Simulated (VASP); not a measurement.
Level of theory: vdW-DF-cx, VASP's PBE PAW potentials (set 64) (plane waves; VASP 6.6.1).

VASP ran on this input.

**KPOINTS**
```
Automatic mesh
0
Gamma
4 4 4
0 0 0
```

POSCAR:
```
CsSnI3
1.0
  6.1763043620   0.0000000000   0.0000000000
  0.0000000000   6.1763043620   0.0000000000
  0.0000000000   0.0000000000   6.1763043620
Cs Sn I
1 1 3
Cartesian
  0.0000000000   0.0000000000   0.0000000000
  3.0881521810   3.0881521810   3.0881521810
  3.0881521810   0.0000000000   3.0881521810
  0.0000000000   3.0881521810   3.0881521810
  3.0881521810   3.0881521810   0.0000000000
```

### INCAR
```
SYSTEM=CsSnI3
PREC=Accurate; ENCUT=520; LREAL=.FALSE.
LASPH=.TRUE.
EDIFF=1E-6; NELM=100; ALGO=Normal
LMAXMIX=4
ISMEAR=0; SIGMA=0.05
GGA=CX; LUSE_VDW=.TRUE.; AGGAC=0.0
IBRION=2; NSW=60; ISIF=3
EDIFFG=-0.02
LWAVE=.FALSE.; LCHARG=.FALSE.
```

POTCAR, in this order: Cs_sv Sn_d I (PBE.64 set). Program: vasp_std.

Output of the run:

OSZICAR:
```
       N       E                     dE             d eps       ncg     rms          rms(c)
DAV:   1     0.369700350443E+03    0.36970E+03   -0.18392E+04   520   0.153E+03
DAV:   2     0.406785827247E+02   -0.32902E+03   -0.32293E+03   612   0.311E+02
DAV:   3    -0.898033677446E+00   -0.41577E+02   -0.41272E+02   640   0.123E+02
DAV:   4    -0.245645881531E+01   -0.15584E+01   -0.15505E+01   664   0.282E+01
DAV:   5    -0.250951328626E+01   -0.53054E-01   -0.53044E-01   808   0.480E+00    0.417E+00
DAV:   6    -0.228897821728E+01    0.22054E+00   -0.42933E-01   666   0.372E+00    0.271E+00
DAV:   7    -0.228163620780E+01    0.73420E-02   -0.29965E-01   676   0.243E+00    0.903E-01
DAV:   8    -0.228899394067E+01   -0.73577E-02   -0.42713E-02   600   0.153E+00    0.257E-01
DAV:   9    -0.228961956214E+01   -0.62562E-03   -0.30075E-03   642   0.443E-01    0.100E-01
DAV:  10    -0.229022380211E+01   -0.60424E-03   -0.92370E-04   618   0.172E-01    0.435E-02
DAV:  11    -0.229035953012E+01   -0.13573E-03   -0.47010E-04   590   0.155E-01    0.309E-02
DAV:  12    -0.229036419029E+01   -0.46602E-05   -0.32691E-05   626   0.325E-02    0.232E-02
DAV:  13    -0.229036414864E+01    0.41656E-07   -0.33336E-06   524   0.123E-02
   1 F= -.22903641E+01 E0= -.22903631E+01  d E =-.229036E+01
```

OUTCAR:
```
------------------------ aborting loop because EDIFF is reached ----------------------------------------
  FORCE on cell =-STRESS in cart. coord.  units (eV):
  Direction    XX          YY          ZZ          XY          YZ          ZX
  --------------------------------------------------------------------------------------
  Total        0.0016710      0.0016710      0.0016710     -0.0000000      0.0000000     -0.0000000
  in kB        0.0113633      0.0113633      0.0113633     -0.0000000      0.0000000     -0.0000000
  external PRESSURE =       0.0113633 kB  Pullay stress =       0.0000000 kB
  volume of cell :      235.61
      direct lattice vectors                 reciprocal lattice vectors
     6.176304362  0.000000000  0.000000000     0.161909119  0.000000000  0.000000000
     0.000000000  6.176304362  0.000000000     0.000000000  0.161909119  0.000000000
     0.000000000  0.000000000  6.176304362     0.000000000  0.000000000  0.161909119
 POSITION                                       TOTAL-FORCE (eV/Angst)
 -----------------------------------------------------------------------------------
      0.00000      0.00000      0.00000         0.000000      0.000000      0.000000
      3.08815      3.08815      3.08815         0.000000      0.000000      0.000000
      3.08815      0.00000      3.08815         0.000000      0.000000      0.000000
      0.00000      3.08815      3.08815         0.000000      0.000000      0.000000
      3.08815      3.08815      0.00000         0.000000      0.000000      0.000000
 -----------------------------------------------------------------------------------
    total drift:                                0.000000     -0.000000     -0.000000
  FREE ENERGIE OF THE ION-ELECTRON SYSTEM (eV)
  ---------------------------------------------------
  free  energy   TOTEN  =        -2.2903641486 eV

  energy  without entropy=       -2.2903619718  energy(sigma->0) =       -2.29036306

 reached required accuracy - stopping structural energy minimisation
```
(Selected blocks of OUTCAR.)

File OUTCAR:
```
 val. band max:        2.9684552912   @ k =   0.5000   0.5000   0.5000

 cond. band min:       3.2242604262   @ k =   0.5000   0.5000   0.5000


 Fermi energy:         3.0913298606

 k-point     1 :       0.0000    0.0000    0.0000
  band No.  band energies     occupation
      1     -19.3715      2.00000
      2     -19.1408      2.00000
      3     -19.1408      2.00000
      4     -19.1180      2.00000
      5     -19.1180      2.00000
      6     -19.1180      2.00000
      7     -10.4218      2.00000
      8      -9.6671      2.00000
      9      -9.6671      2.00000
     10      -6.1483      2.00000
     11      -6.1483      2.00000
     12      -6.1483      2.00000
     13      -3.3637      2.00000
     14      -1.8532      2.00000
     15      -1.8532      2.00000
     16      -1.8532      2.00000
     17       0.5613      2.00000
     18       0.5613      2.00000
     19       0.5613      2.00000
     20       0.7334      2.00000
     21       0.7334      2.00000
     22       0.7334      2.00000
     23       5.1439      0.00000
     24       6.0283      0.00000
     25       6.0283      0.00000
     26       6.3621      0.00000

 k-point     2 :       0.2500    0.0000    0.0000
  band No.  band energies     occupation
      1     -19.3713      2.00000
      2     -19.1408      2.00000
      3     -19.1399      2.00000
      4     -19.1181      2.00000
      5     -19.1181      2.00000
      6     -19.1180      2.00000
      7     -10.3416      2.00000
      8      -9.7646      2.00000
      9      -9.6655      2.00000
     10      -6.1446      2.00000
     11      -6.1446      2.00000
     12      -6.1376      2.00000
     13      -3.9374      2.00000
     14      -1.7976      2.00000
     15      -1.7976      2.00000
     16      -0.8164      2.00000
     17       0.4505      2.00000
     18       0.4505      2.00000
     19       0.4734      2.00000
     20       0.6533      2.00000
     21       0.6533      2.00000
     22       0.7382      2.00000
...
```

Unless said otherwise, spin-orbit coupling is left out, though it shifts the bands of the heavy elements here.

The compound is CsSnI3 in the cubic perovskite structure, the ideal cubic form; the compound distorts at low or room temperature. It was relaxed first. The start is the result of an earlier pass.
